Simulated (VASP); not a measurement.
Computed with PW91 GGA, VASP's PBE PAW potentials (set 64) (plane waves; VASP 6.6.1).

Input for VASP

**INCAR**
```
# general
SYSTEM = BN
PREC   = Accurate
ENCUT  = 520
LREAL  = .FALSE.
LASPH  = .TRUE.
ICHARG = 11

# electronic loop
EDIFF  = 1E-7
NELM   = 100
ALGO   = Normal

# smearing
ISMEAR = 0
SIGMA  = 0.05

# functional
GGA    = 91

# output
LWAVE  = .FALSE.
LCHARG = .FALSE.
LORBIT = 11
```

### KPOINTS
```
k-points along high-symmetry lines
10
Line-mode
Reciprocal
  0.000000   0.000000   0.000000 ! GAMMA
 -0.000000   0.500000   0.000000 ! M

 -0.000000   0.500000   0.000000 ! M
 -0.333333   0.666667   0.000000 ! K

 -0.333333   0.666667   0.000000 ! K
  0.000000   0.000000   0.000000 ! GAMMA

  0.000000   0.000000   0.000000 ! GAMMA
  0.000000   0.000000   0.500000 ! A

  0.000000   0.000000   0.500000 ! A
 -0.000000   0.500000   0.500000 ! L

 -0.000000   0.500000   0.500000 ! L
 -0.333333   0.666667   0.500000 ! H

 -0.333333   0.666667   0.500000 ! H
  0.000000   0.000000   0.500000 ! A

 -0.000000   0.500000   0.500000 ! L
 -0.000000   0.500000   0.000000 ! M

 -0.333333   0.666667   0.500000 ! H
 -0.333333   0.666667   0.000000 ! K
```

### POSCAR
```
BN
1
    1.2773773423    -2.2124826789     0.0000000000
    1.2773773423     2.2124826789     0.0000000000
    0.0000000000     0.0000000000     4.2250626691
B N
2 2
Direct
  0.6666670000   0.3333330000   0.5002283801
  0.3333330000   0.6666670000   0.0002283801
  0.6666670000   0.3333330000   0.8747716199
  0.3333330000   0.6666670000   0.3747716199
```

POTCAR, in this order: B N (PBE.64 set). Program: vasp_std. Read from the step before: CHGCAR.

What VASP printed:

### OUTCAR
```
 ion  position               nearest neighbor table
   1  0.667  0.333  0.500-   4 1.57   4 1.57   4 1.57   3 1.58
   2  0.333  0.667  0.000-   3 1.57   3 1.57   3 1.57   4 1.58
   3  0.667  0.333  0.875-   2 1.57   2 1.57   2 1.57   1 1.58
   4  0.333  0.667  0.375-   1 1.57   1 1.57   1 1.57   2 1.58
  LATTYP: Found a hexagonal cell.
 ALAT       =     2.5547548765
 C/A-ratio  =     1.6538035441
 Subroutine PRICEL returns:
 Original cell was already a primitive cell.
 Subroutine GETGRP returns: Found 12 space group operations
The static configuration has the point symmetry C_3v.
 The point group associated with its full space group is C_6v.
The dynamic configuration has the point symmetry C_3v.
 Subroutine INISYM returns: Found 12 space group operations
   k-points           NKPTS =     90   k-points in BZ     NKDIM =     90   number of bands    NBANDS=     12
   number of dos      NEDOS =    301   number of ions     NIONS =      4
   total plane-waves  NPLWV =  12800
   dimension x,y,z NGX =    20 NGY =   20 NGZ =   32
   dimension x,y,z NGXF=    40 NGYF=   40 NGZF=   64
   ions per type =               2   2
   PREC   = accura    normal or accurate (medium, high low for compatibility)
   ISTART =      0    job   : 0-new  1-cont  2-samecut
   ICHARG =     11    charge: 1-file 2-atom 10-const
   ISPIN  =      1    spin polarized calculation?
   LNONCOLLINEAR =      F non collinear calculations
   LSORBIT =      F    spin-orbit coupling
   INIWAV =      1    electr: 0-lowe 1-rand  2-diag
   ENCUT  =  520.0 eV  38.22 Ry    6.18 a.u.   4.75  4.75  7.86*2*pi/ulx,y,z
   NELM   =    100;   NELMIN=  2; NELMDL= -5     # of ELM steps
   EDIFF  = 0.1E-06   stopping-criterion for ELM
   LREAL  =      F    real-space projection
   NLSPLINE    = F    spline interpolate recip. space projectors
   LMAXMIX     =    2 max onsite mixed and CHGCAR
   VOSKOWN=      0    Vosko Wilk Nusair interpolation
   EDIFFG = 0.1E-05   stopping-criterion for IOM
   NSW    =      0    number of steps for IOM
   NBLOCK =      1;   KBLOCK =      1    inner block; outer block
   IBRION =     -1    ionic relax: 0-MD 1-quasi-New 2-CG
   NFREE  =      0    steps in history (QN), initial steepest desc. (CG)
   ISIF   =      2    stress and relaxation
   ISYM   =      2    0-nonsym 1-usesym 2-fastsym
   TEIN   =    0.0    initial temperature
   TEBEG  =    0.0;   TEEND  =   0.0 temperature during run
   SMASS  =  -3.00    Nose mass-parameter (am)
   PSTRESS=    0.0 pullay stress
   NELECT =      16.0000    total number of electrons
   EFERMI =   0.00;   METHOD = LEGACY
   ISMEAR =     0;   SIGMA  =   0.05  broadening in eV -4-tet -1-fermi 0-gaus
   IALGO  =     38    algorithm
   LDIAG  =      T    sub-space diagonalisation (order eigenvalues)
   IMIX   =      4    mixing-type and parameters
     AMIX     =   0.40;   BMIX     =  1.00
     AMIX_MAG =   1.60;   BMIX_MAG =  1.00
     AMIN     =   0.10
   GGA     = 91    functional components
   VOSKOWN =     0    Vosko Wilk Nusair interpolation
   LHFCALC =     F    Hartree Fock is set to
   LHFONE  =     F    Hartree Fock one center treatment
   AEXX    =    0.0000 exact exchange contribution
   IVDW    =     0    specifies the selected vdW correction
   LEPSILON=     F    determine dielectric tensor
   LRPA    =     F    only Hartree local field effects (RPA)
  energy-cutoff  :      520.00
  volume of cell :       23.88
      direct lattice vectors                 reciprocal lattice vectors
     1.277377342 -2.212482679  0.000000000     0.391427015 -0.225990470  0.000000000
     1.277377342  2.212482679  0.000000000     0.391427015  0.225990470  0.000000000
     0.000000000  0.000000000  4.225062669     0.000000000  0.000000000  0.236682880
 k-point     1 :   0.0000 0.0000 0.0000  plane waves:     651
 k-point     2 :   0.0000 0.0556 0.0000  plane waves:     645
 k-point     3 :   0.0000 0.1111 0.0000  plane waves:     647
 k-point     4 :   0.0000 0.1667 0.0000  plane waves:     640
 k-point     5 :   0.0000 0.2222 0.0000  plane waves:     634
 k-point     6 :   0.0000 0.2778 0.0000  plane waves:     636
...
```

File OSZICAR:
```
       N       E                     dE             d eps       ncg     rms          rms(c)
DAV:   1     0.493637953217E+02    0.49364E+02   -0.86466E+03  2160   0.129E+03
DAV:   2    -0.308710872902E+02   -0.80235E+02   -0.74164E+02  3040   0.261E+02
DAV:   3    -0.332975117638E+02   -0.24264E+01   -0.24147E+01  2852   0.444E+01
DAV:   4    -0.333130975854E+02   -0.15586E-01   -0.15576E-01  2600   0.355E+00
DAV:   5    -0.333132925434E+02   -0.19496E-03   -0.19489E-03  2748   0.344E-01
DAV:   6    -0.333132968956E+02   -0.43522E-05   -0.43521E-05  2636   0.401E-02
DAV:   7    -0.333132970169E+02   -0.12133E-06   -0.12132E-06  2592   0.555E-03
DAV:   8    -0.333132970201E+02   -0.31690E-08   -0.31272E-08  1956   0.741E-04
   1 F= -.33313297E+02 E0= -.33313297E+02  d E =-.142952E-11
```

**OUTCAR**
```
 val. band max:        7.3618962890   @ k =   0.0000   0.0000   0.0000

 cond. band min:      12.6063061644   @ k =  -0.3333   0.6667   0.0000



 k-point     1 :       0.0000    0.0000    0.0000
  band No.  band energies     occupation
      1     -12.8761      2.00000
      2      -8.7743      2.00000
      3      -3.4227      2.00000
      4       5.2670      2.00000
      5       5.2671      2.00000
      6       7.0963      2.00000
      7       7.3618      2.00000
      8       7.3619      2.00000
      9      15.7188      0.00000
     10      15.7188      0.00000
     11      15.9405      0.00000
     12      16.8049      0.00000

 k-point     2 :       0.0000    0.0556    0.0000
  band No.  band energies     occupation
      1     -12.8094      2.00000
      2      -8.7231      2.00000
      3      -3.3565      2.00000
      4       4.9518      2.00000
      5       5.1386      2.00000
      6       7.0262      2.00000
      7       7.1062      2.00000
      8       7.2921      2.00000
      9      15.5826      0.00000
     10      15.8558      0.00000
     11      16.0838      0.00000
     12      17.0247      0.00000

 k-point     3 :       0.0000    0.1111    0.0000
  band No.  band energies     occupation
      1     -12.6103      2.00000
      2      -8.5725      2.00000
      3      -3.1594      2.00000
      4       4.1060      2.00000
      5       4.7972      2.00000
      6       6.3934      2.00000
      7       6.8356      2.00000
      8       7.0887      2.00000
      9      15.3410      0.00000
     10      16.2276      0.00000
     11      16.3180      0.00000
     12      17.6217      0.00000

 k-point     4 :       0.0000    0.1667    0.0000
  band No.  band energies     occupation
      1     -12.2818      2.00000
      2      -8.3321      2.00000
      3      -2.8346      2.00000
      4       2.9375      2.00000
      5       4.3357      2.00000
      6       5.3924      2.00000
      7       6.5081      2.00000
...
```

The density is held fixed in this step, so its total energy and stress have no physical meaning.

The compound is BN in the wurtzite structure, a metastable high-pressure form. It was relaxed first.
